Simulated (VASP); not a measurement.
Given:

```
CELL_PARAMETERS angstrom
      0.00000     2.42964     2.42964
      2.42964     0.00000     2.42964
      2.42964     2.42964     0.00000
ATOMIC_POSITIONS crystal
  B  0.00000 0.00000 0.00000
  As 0.25000 0.25000 0.25000
```

Level of theory: PBE GGA with D4 dispersion, VASP's PBE PAW potentials (set 64) (plane waves; VASP). Settings: 520 eV cut-off, 10×10×10 Γ-centred mesh, Gaussian smearing of 0.050 eV, potentials B As.

Estimate the energy per atom (σ→0), pressure.

```yaml
energy per atom (σ→0): -6.060 eV/atom
pressure: -7.22 GPa
```

The absolute energy has meaning only against runs of the same code, potentials and settings.

The compound is BAs in the zinc blende structure. This cell is one point of a volume scan, at 1.06 of the reference volume.
